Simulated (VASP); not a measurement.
Level of theory: PBE GGA with D3 dispersion (Becke-Johnson damping), VASP's PBE PAW potentials (set 64) (plane waves; VASP).

The input files of a VASP run:

**KPOINTS**
```
Automatic mesh
0
Gamma
16 16 16
0 0 0
```

INCAR:
```
SYSTEM = Ta
PREC = Accurate; ENCUT = 520; LREAL = .FALSE.
LASPH = .TRUE.
EDIFF = 1E-7; NELM = 100; ALGO = Normal
LMAXMIX = 6
ISMEAR = 1; SIGMA = 0.1
GGA = PE; IVDW = 12
ISIF = 2
LWAVE = .FALSE.; LCHARG = .FALSE.
```

POSCAR:
```
Ta
1
   -1.6760718264     1.6760718264     1.6760718264
    1.6760718264    -1.6760718264     1.6760718264
    1.6760718264     1.6760718264    -1.6760718264
Ta
1
Direct
  0.0000000000   0.0000000000   0.0000000000
```

POTCAR, in this order: Ta_pv (PBE.64 set). Program: vasp_std.

Output

### OSZICAR
```
       N       E                     dE             d eps       ncg     rms          rms(c)
DAV:   1     0.463355352447E+02    0.46336E+02   -0.65445E+03  2610   0.115E+03
DAV:   2    -0.115733947574E+02   -0.57909E+02   -0.57076E+02  3192   0.245E+02
DAV:   3    -0.122982721887E+02   -0.72488E+00   -0.71540E+00  2973   0.277E+01
DAV:   4    -0.123028378059E+02   -0.45656E-02   -0.45391E-02  3005   0.196E+00
DAV:   5    -0.123028678611E+02   -0.30055E-04   -0.30054E-04  2932   0.137E-01    0.125E+01
DAV:   6    -0.119174480135E+02    0.38542E+00   -0.44852E-01  2707   0.804E+00    0.592E+00
DAV:   7    -0.118019699543E+02    0.11548E+00   -0.37456E-01  2742   0.694E+00    0.373E-01
DAV:   8    -0.118007219389E+02    0.12480E-02   -0.47852E-03  2760   0.858E-01    0.214E-01
DAV:   9    -0.118006639629E+02    0.57976E-04   -0.23152E-04  2902   0.174E-01    0.342E-02
DAV:  10    -0.118006572178E+02    0.67451E-05   -0.36868E-06  2934   0.246E-02    0.964E-03
DAV:  11    -0.118006578625E+02   -0.64470E-06   -0.19093E-07  2940   0.358E-03    0.409E-04
DAV:  12    -0.118006578171E+02    0.45349E-07   -0.31376E-09  1408   0.663E-04
   1 F= -.12433043E+02 E0= -.12432803E+02  d E =-.719403E-03
```

File OUTCAR:
```
------------------------ aborting loop because EDIFF is reached ----------------------------------------
 Edisp (eV)   -0.63239
  FORCE on cell =-STRESS in cart. coord.  units (eV):
  Direction    XX          YY          ZZ          XY          YZ          ZX
  --------------------------------------------------------------------------------------
  Total      -1.26283    -1.26283    -1.26283    -0.00000    -0.00000     0.00000
  in kB    -107.42782  -107.42782  -107.42782    -0.00000    -0.00000     0.00000
  external pressure =     -107.43 kB  Pullay stress =        0.00 kB
  volume of cell :       18.83
      direct lattice vectors                 reciprocal lattice vectors
    -1.676071826  1.676071826  1.676071826     0.000000000  0.298316571  0.298316571
     1.676071826 -1.676071826  1.676071826     0.298316571  0.000000000  0.298316571
     1.676071826  1.676071826 -1.676071826     0.298316571  0.298316571  0.000000000
 POSITION                                       TOTAL-FORCE (eV/Angst)
 -----------------------------------------------------------------------------------
      0.00000      0.00000      0.00000         0.000000     -0.000000     -0.000000
 -----------------------------------------------------------------------------------
    total drift:                               -0.000000      0.000000      0.000000
  FREE ENERGIE OF THE ION-ELECTRON SYSTEM (eV)
  ---------------------------------------------------
  free  energy   TOTEN  =       -12.4330431066 eV

  energy  without entropy=      -12.4323237038  energy(sigma->0) =      -12.43280331
```
(Selected blocks of OUTCAR.)

The compound is Ta in the bcc structure. This cell is one point of a volume scan, at 1.06 of the reference volume.
